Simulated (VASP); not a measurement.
OSZICAR of a VASP run on SrVO₃ (cubic perovskite):

OSZICAR:
```
       N       E                     dE             d eps       ncg     rms          rms(c)
DAV:   1     0.395714217267E+03    0.39571E+03   -0.22748E+04   960   0.169E+03
DAV:   2    -0.746301995877E+02   -0.47034E+03   -0.46646E+03  1232   0.483E+02
DAV:   3    -0.103641885773E+03   -0.29012E+02   -0.26550E+02  1280   0.124E+02
DAV:   4    -0.105313543104E+03   -0.16717E+01   -0.14257E+01  1328   0.210E+01
DAV:   5    -0.105407726970E+03   -0.94184E-01   -0.96226E-01  1136   0.337E+00    0.567E+01
DAV:   6    -0.575958722607E+02    0.47812E+02   -0.42721E+02  1200   0.116E+02    0.308E+01
DAV:   7    -0.545110558263E+02    0.30848E+01   -0.14702E+02  1200   0.985E+01    0.247E+01
DAV:   8    -0.542878796219E+02    0.22318E+00   -0.53955E+00  1160   0.183E+01    0.237E+01
DAV:   9    -0.544250959451E+02   -0.13722E+00   -0.18749E-01  1304   0.319E+00    0.247E+01
DAV:  10    -0.528097540769E+02    0.16153E+01   -0.16739E+00  1024   0.831E+00    0.204E+01
DAV:  11    -0.513438507431E+02    0.14659E+01   -0.89851E+00  1176   0.245E+01    0.130E+01
DAV:  12    -0.512164408788E+02    0.12741E+00   -0.53705E-01  1328   0.649E+00    0.116E+01
DAV:  13    -0.516270480566E+02   -0.41061E+00   -0.31951E-01  1208   0.608E+00    0.567E+00
DAV:  14    -0.513325946739E+02    0.29445E+00   -0.14390E+00  1160   0.101E+01    0.374E+00
DAV:  15    -0.514005307311E+02   -0.67936E-01   -0.12675E-01   968   0.409E+00    0.326E+00
DAV:  16    -0.513957194518E+02    0.48113E-02   -0.55555E-03  1344   0.834E-01    0.282E+00
DAV:  17    -0.514023339888E+02   -0.66145E-02   -0.34678E-02  1368   0.130E+00    0.264E+00
DAV:  18    -0.514005219069E+02    0.18121E-02   -0.22761E-03  1136   0.376E-01    0.217E+00
DAV:  19    -0.513995788159E+02    0.94309E-03   -0.20056E-03  1272   0.344E-01    0.130E+00
DAV:  20    -0.513984097213E+02    0.11691E-02   -0.15683E-03  1064   0.379E-01    0.606E-01
DAV:  21    -0.513981263942E+02    0.28333E-03   -0.59214E-04  1144   0.182E-01    0.210E-01
DAV:  22    -0.513980794510E+02    0.46943E-04   -0.13697E-04  1272   0.923E-02    0.676E-02
DAV:  23    -0.513980444436E+02    0.35007E-04   -0.55768E-05  1456   0.454E-02    0.398E-02
DAV:  24    -0.513980420498E+02    0.23937E-05   -0.23123E-05  1448   0.353E-02    0.188E-02
DAV:  25    -0.513980481664E+02   -0.61166E-05   -0.47147E-06  1240   0.229E-02    0.172E-02
DAV:  26    -0.513980462828E+02    0.18835E-05   -0.17738E-07   504   0.417E-03    0.136E-02
DAV:  27    -0.513980479092E+02   -0.16263E-05   -0.17908E-07   504   0.449E-03    0.593E-03
DAV:  28    -0.513980476108E+02    0.29837E-06   -0.12183E-07   496   0.227E-03
   1 F= -.51398048E+02 E0= -.51397064E+02  d E =-.513980E+02
       N       E                     dE             d eps       ncg     rms          rms(c)
DAV:   1    -0.517885248201E+02   -0.39048E+00   -0.10827E+01   984   0.354E+01    0.740E+00
DAV:   2    -0.514639791247E+02    0.32455E+00   -0.19210E+00  1000   0.150E+01    0.215E+00
DAV:   3    -0.514118676248E+02    0.52111E-01   -0.50011E-01  1064   0.544E+00    0.145E+00
DAV:   4    -0.513950491020E+02    0.16819E-01   -0.74724E-02  1096   0.260E+00    0.478E-01
DAV:   5    -0.513914585843E+02    0.35905E-02   -0.30439E-02  1272   0.152E+00    0.547E-01
DAV:   6    -0.513926240522E+02   -0.11655E-02   -0.30571E-02   960   0.183E+00    0.286E-01
DAV:   7    -0.513930586764E+02   -0.43462E-03   -0.58800E-03   960   0.931E-01    0.120E-01
DAV:   8    -0.513930508169E+02    0.78595E-05   -0.20930E-03  1312   0.275E-01    0.221E-02
DAV:   9    -0.513930730129E+02   -0.22196E-04   -0.18899E-04  1160   0.134E-01    0.276E-02
DAV:  10    -0.513930835981E+02   -0.10585E-04   -0.14140E-04   960   0.145E-01    0.146E-02
DAV:  11    -0.513931402847E+02   -0.56687E-04   -0.50884E-05   960   0.815E-02    0.308E-03
DAV:  12    -0.513931382633E+02    0.20213E-05   -0.70076E-07   536   0.840E-03    0.150E-03
DAV:  13    -0.513931390221E+02   -0.75875E-06   -0.16197E-07   504   0.356E-03
   2 F= -.51393139E+02 E0= -.51392107E+02  d E =0.490859E-02
       N       E                     dE             d eps       ncg     rms          rms(c)
DAV:   1    -0.515436439620E+02   -0.15051E+00   -0.36241E+00   992   0.202E+01    0.439E+00
DAV:   2    -0.514236452654E+02    0.12000E+00   -0.51835E-01  1016   0.776E+00    0.102E+00
DAV:   3    -0.514116135864E+02    0.12032E-01   -0.12616E-01  1000   0.265E+00    0.783E-01
DAV:   4    -0.514070420769E+02    0.45715E-02   -0.21644E-02  1104   0.144E+00    0.246E-01
DAV:   5    -0.514056937459E+02    0.13483E-02   -0.87358E-03  1328   0.776E-01    0.265E-01
DAV:   6    -0.514057016526E+02   -0.79068E-05   -0.48041E-03   960   0.709E-01    0.109E-01
DAV:   7    -0.514057397563E+02   -0.38104E-04   -0.12668E-03   976   0.429E-01    0.614E-02
DAV:   8    -0.514057334231E+02    0.63332E-05   -0.25844E-04  1472   0.160E-01    0.124E-02
DAV:   9    -0.514057250033E+02    0.84198E-05   -0.29406E-05  1056   0.626E-02    0.142E-02
DAV:  10    -0.514057138841E+02    0.11119E-04   -0.25440E-05   976   0.626E-02    0.485E-03
DAV:  11    -0.514057168564E+02   -0.29723E-05   -0.52705E-06   960   0.269E-02    0.834E-04
DAV:  12    -0.514057169078E+02   -0.51348E-07   -0.11272E-07   504   0.352E-03
   3 F= -.51405717E+02 E0= -.51404712E+02  d E =-.766930E-02
       N       E                     dE             d eps       ncg     rms          rms(c)
DAV:   1    -0.514074354339E+02   -0.17186E-02   -0.41902E-02   992   0.219E+00    0.469E-01
DAV:   2    -0.514058072800E+02    0.16282E-02   -0.64259E-03  1016   0.868E-01    0.118E-01
DAV:   3    -0.514056917687E+02    0.11551E-03   -0.16198E-03  1008   0.306E-01    0.878E-02
DAV:   4    -0.514056099949E+02    0.81774E-04   -0.27143E-04  1064   0.160E-01    0.271E-02
DAV:   5    -0.514056266737E+02   -0.16679E-04   -0.10733E-04  1312   0.880E-02    0.309E-02
DAV:   6    -0.514056295835E+02   -0.29098E-05   -0.75938E-05   960   0.905E-02    0.134E-02
DAV:   7    -0.514056367967E+02   -0.72132E-05   -0.16646E-05   960   0.496E-02    0.644E-03
DAV:   8    -0.514056466497E+02   -0.98530E-05   -0.38479E-06  1104   0.150E-02    0.124E-03
DAV:   9    -0.514056469014E+02   -0.25173E-06   -0.71674E-07   480   0.977E-03
   4 F= -.51405647E+02 E0= -.51404639E+02  d E =-.759929E-02
```

Question: Which electronic solver shows in the log?

Answer: It is blocked Davidson (ALGO = Normal, or the opening steps of other solvers). The INCAR had ALGO = Normal.

Question: How was spin treated?

Answer: Without spin polarisation: there is no mag entry.

Question: Can the final energy be trusted as converged?

Answer: The calculation finished and met its thresholds. It stopped with EDIFF = 1E-6, NELM = 100, NSW = 60 and EDIFFG = -0.02 after 4 ionic steps (MS2 meta-GGA, plane waves, VASP's PBE PAW potentials (set 64)).

The compound is SrVO3 in the cubic perovskite structure. This run relaxes it. Symmetry was kept, so distortions that lower it aren't found. The start is the result of an earlier pass. The run is not spin-polarised, so no magnetic state was tried. The electron count is odd and the run is not spin-polarised, which forces a metal.
